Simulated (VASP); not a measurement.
Energy against volume of Cu (fcc). These are optB86b-vdW, VASP's PBE PAW potentials (set 64) (plane waves; VASP) values and carry that method's errors. Run with 520 eV cut-off, 17×17×17 Γ-centred mesh, first-order Methfessel-Paxton smearing of 0.10 eV, potentials Cu.

```json
[
 {"V (Å³/atom)": "11.323", "E (eV/atom)": "-0.92109"},
 {"V (Å³/atom)": "11.673", "E (eV/atom)": "-0.92594"},
 {"V (Å³/atom)": "12.023", "E (eV/atom)": "-0.92088"},
 {"V (Å³/atom)": "12.374", "E (eV/atom)": "-0.90759"}
]
```

Question: Fit these four points and predict the energy of the run at 10.973 Å³/atom.

Answer: A cubic in V^(−2/3), the third-order Birch-Murnaghan form, passes through the four points with V0 = 11.66 Å³/atom and B0 = 152 GPa, and gives -0.9042 eV/atom there. The run gave -0.9044 eV/atom, -0.2 meV/atom from the fit; all five points give B0 = 151 GPa.

The compound is Cu in the fcc structure. It was relaxed first.
